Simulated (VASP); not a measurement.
**LaSi (relaxed from the NiAs type structure, space group P6_3/mmc): computed properties**

Level of theory: PBEsol GGA, VASP's PBE PAW potentials (set 64) (plane waves; VASP 6.6.1).

```json
{
  "space_group": "P6_3/mmc (194)",
  "cell": "a = 4.1573 Å, b = 4.1573 Å, c = 7.6748 Å, α = 90.00°, β = 90.00°, γ = 120.00°",
  "volume_per_atom": "28.72 Å³/atom",
  "band gap (over mesh and band path)": "none (metal, semimetal or under 0.01 eV)",
  "density": "4.83 g/cm³"
}
```

```xyz
4
Lattice="4.1573 0.0000 0.0000 -2.0787 3.6004 0.0000 0.0000 0.0000 7.6748" Properties=species:S:1:pos:R:3 pbc="T T T"
La     2.0787     3.6004     0.0000
La     4.1573     0.0000     3.8374
Si     0.0000     2.4002     1.9187
Si     2.0787     1.2001     5.7561
```

The structure was generated: LaSi was put into the NiAs type type (P6_3/mmc), which need not be its known phase. It was relaxed first, which changed the volume by -27 %. Symmetry was kept, so distortions that lower it aren't found.
